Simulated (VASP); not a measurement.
Set up this calculation in VASP 6.6.1, as the native input.

```
Task                   : single point
Functional             : LDA
Potentials or basis    : VASP PAW LDA potentials, release 64 (Fe, Se)
Cutoff                 : 520 eV
k mesh                 : 5 × 5 × 5
Occupations            : gaussian, width 0.05 eV
Spin                   : collinear spin, ferromagnetic start
Starting moments       : [3.0, 0.0, 0.0] μB
Hubbard terms          : Fe d U = 8 eV
Further INCAR settings : ALGO = Normal; EDIFF = 1e-06; NBANDS = 21
```

The structure of FeSe2 lies in POSCAR:

```
FeSe2
1.0
    0.0000000000      3.0738461500      3.0738461500
    3.0738461500      0.0000000000      3.0738461500
    3.0738461500      3.0738461500      0.0000000000
Fe Se
1 2
Direct
    0.0000000000      0.0000000000      0.0000000000
    0.2500000000      0.2500000000      0.2500000000
    0.7500000000      0.7500000000      0.7500000000
```

The cell comes from a database or a generator and needn't be the stable form of this composition.

The input as run:

INCAR

```
SYSTEM = FeSe2
ALGO = Normal ; EDIFF = 1E-6
ENCUT = 520 ; GGA = CA
ISIF = 2 ; ISMEAR = 0
ISPIN = 2 ; LASPH = .TRUE.
LCHARG = .FALSE. ; LDAU = .TRUE.
LDAUJ = 0 0 ; LDAUL = 2 -1
LDAUPRINT = 1 ; LDAUTYPE = 2
LDAUU = 8 0 ; LMAXMIX = 4
LORBIT = 11 ; LREAL = .FALSE.
LWAVE = .FALSE. ; MAGMOM = 3 0 0
NBANDS = 21 ; NELM = 100
PREC = Accurate ; SIGMA = 0.05
```

KPOINTS

```
k-points
0
G
  5 5 5
  0 0 0
```

Potentials or basis: VASP PAW LDA potentials, release 64 (Fe, Se).

Run with:

```sh
$ cat potpaw_LDA.64/Fe/POTCAR potpaw_LDA.64/Se/POTCAR > POTCAR
$ mpirun -np 1 vasp_std > vasp.out
```

It gave:

The pressure is 1.2 GPa. The band gap on the k mesh is none (metal or under the smearing width). The net moment is 4.06 μB per cell, the site moments are Fe +3.81; Se +0.08 μB and the valence electrons inside the program's atomic spheres are Fe 6.83; Se 3.81.

Caveat: a cell with one magnetic atom can't hold antiferromagnetic order, which such compounds often take.

Wall time 18 s on 1 thread of AMD EPYC 9R45 96-Core Processor (Zen 5) (shared host), peak memory 0.14 GiB.
